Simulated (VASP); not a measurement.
Here is a VASP 6.6.1 calculation.

The input INCAR:

```
PREC = Accurate ; ENCUT = 520
EDIFF = 1E-6 ; ISMEAR = 0
SIGMA = 0.1 ; LREAL = Auto
LASPH = True ; NELM = 100
ALGO = Fast ; ISIF = 2
LWAVE = False ; LCHARG = False
GGA = PS ; NBANDS = 92
```

KPOINTS

```
Automatic mesh
0
Gamma
  3 3 1
```

The input POSCAR:

```
W8AuC8
1.0
    5.7877000000      0.0000000000      0.0000000000
    0.0000000000      5.6598000000      0.0000000000
    0.0000000000      0.0000000000     16.1769130000
W C Au
8 8 1
Direct
    0.0000000000      0.0000000000      0.0618165000
    0.2407582617     -0.0105807554      0.2192833123
    0.0000000000      0.5000000000      0.0618165000
    0.2565395715      0.4876160460      0.2147918884
    0.5000000000      0.0000000000      0.0618165000
    0.7455471792      0.0080116138      0.2122429327
    0.5000000000      0.5000000000      0.0618165000
    0.7544732800      0.5104517632      0.2144470454
    0.0043900894      0.2467656698      0.1600846748
    0.4442562284      0.1597300186      0.3036752814
    0.0009391959      0.7479773448      0.1544909079
    0.0852235417      0.6633845256      0.3091140703
    0.5042048439      0.2542940827      0.1545958422
    0.6204731699      0.3095325261      0.3123010657
    0.4986427397      0.7481570899      0.1639763920
    0.9390389348      0.8466134520      0.3075879257
   -0.0117759392      0.2453297762      0.3461237256
```

Potentials or basis: VASP PAW PBE potentials, release 64 (W_sv, C, Au).

Command:

```console
$ cat potpaw_PBE.64/W_sv/POTCAR potpaw_PBE.64/C/POTCAR potpaw_PBE.64/Au/POTCAR > POTCAR
$ mpirun -np 1 vasp_std > vasp.out
```

Task: Estimate the band gap on the k mesh.

Result: None (metal or under the smearing width).

Task: What does it give for the largest force?

Result: 0.561 eV/Å.

Forces in eV/Å, atoms in the order of the input:
```
W   -0.175  0.129 -0.195
W    0.006  0.007  0.016
W    0.269 -0.300 -0.257
W    0.016 -0.013  0.015
W   -0.070 -0.386  0.241
W   -0.006 -0.007  0.015
W   -0.031  0.559 -0.039
W    0.001  0.017  0.026
C   -0.005  0.009 -0.006
C   -0.047 -0.040  0.036
C    0.004 -0.004  0.010
C    0.053 -0.074  0.037
C   -0.001 -0.010  0.005
C    0.042  0.041  0.042
C   -0.005  0.005  0.000
C   -0.058  0.065  0.035
Au   0.005  0.003  0.021
```

Caveat: the k mesh is coarse (spacing up to 0.37 Å⁻¹), so the values aren't converged; the PAW data sets were made with another functional, which shifts forces and pressure a little. The run has no spin-orbit coupling, so splittings on Au, W are missing.
